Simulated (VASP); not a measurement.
Given:

```
BN
1.0
    1.25348    -2.17108     0.00000
    1.25348     2.17108     0.00000
    0.00000     0.00000     6.65841
B N
2 2
Direct
  0.33333   0.66667   0.25000
  0.66667   0.33333   0.75000
  0.66667   0.33333   0.25000
  0.33333   0.66667   0.75000
```

Level of theory: PBE GGA with D3 dispersion (Becke-Johnson damping), VASP's PBE PAW potentials (set 64) (plane waves; VASP 6.6.1). Numerical set-up: 520 eV cut-off, 11×11×4 Γ-centred mesh, tetrahedra with Blöchl corrections, potentials B N.

The cores are frozen, which limits the accuracy of field gradients.

Problem. Give the principal components of the electric field gradient (V/Å²) and the asymmetry η at each nucleus.

Solution. 
```
atom    Vxx    Vyy   Vzz     η
----  -----  -----  ----  ----
B1    -17.5  -17.5  35.0  0.00
B2    -17.5  -17.5  35.0  0.00
N3     -0.7   -0.7   1.3  0.00
N4     -0.7   -0.7   1.3  0.00
```

The compound is BN in the hex structure. It was relaxed first.
